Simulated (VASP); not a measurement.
OSZICAR of a VASP run on WC (wc):

### OSZICAR
```
       N       E                     dE             d eps       ncg     rms          rms(c)
DAV:   1     0.109446012549E+03    0.10945E+03   -0.98296E+03  3822   0.154E+03
DAV:   2    -0.216134122106E+02   -0.13106E+03   -0.12830E+03  4387   0.380E+02
DAV:   3    -0.254828408372E+02   -0.38694E+01   -0.38381E+01  4585   0.606E+01
DAV:   4    -0.255199082878E+02   -0.37067E-01   -0.37040E-01  4217   0.624E+00
DAV:   5    -0.255202262551E+02   -0.31797E-03   -0.31793E-03  4567   0.592E-01    0.323E+01
DAV:   6    -0.225392422990E+02    0.29810E+01   -0.96096E+00  4312   0.318E+01    0.855E+00
DAV:   7    -0.224720514917E+02    0.67191E-01   -0.40958E-01  4012   0.577E+00    0.610E+00
DAV:   8    -0.224462750724E+02    0.25776E-01   -0.70251E-02  4237   0.255E+00    0.872E-01
DAV:   9    -0.224453402639E+02    0.93481E-03   -0.36656E-03  4082   0.487E-01    0.143E-01
DAV:  10    -0.224452879293E+02    0.52335E-04   -0.26337E-04  4497   0.219E-01    0.719E-02
DAV:  11    -0.224452917208E+02   -0.37914E-05   -0.17313E-05  4167   0.405E-02    0.102E-02
DAV:  12    -0.224452898419E+02    0.18788E-05   -0.45462E-06  4057   0.214E-02    0.287E-03
DAV:  13    -0.224452897689E+02    0.73027E-07   -0.89181E-08  1971   0.323E-03
   1 F= -.22445290E+02 E0= -.22445290E+02  d E =0.000000E+00
```

### Question
Which electronic solver shows in the log?

### Answer
It is blocked Davidson (ALGO = Normal, or the opening steps of other solvers). The INCAR had ALGO = Normal.

### Question
Can the final energy be trusted as converged?

### Answer
The run converged. It stopped with EDIFF = 1E-6, NELM = 100 (PBE GGA, plane waves, VASP's PBE PAW potentials (set 64)).

The compound is WC in the wc structure. The cell was not relaxed at this level. The run is one of a series of settings (ISMEAR = -5, SIGMA removed against the base run), some of them coarse on purpose.
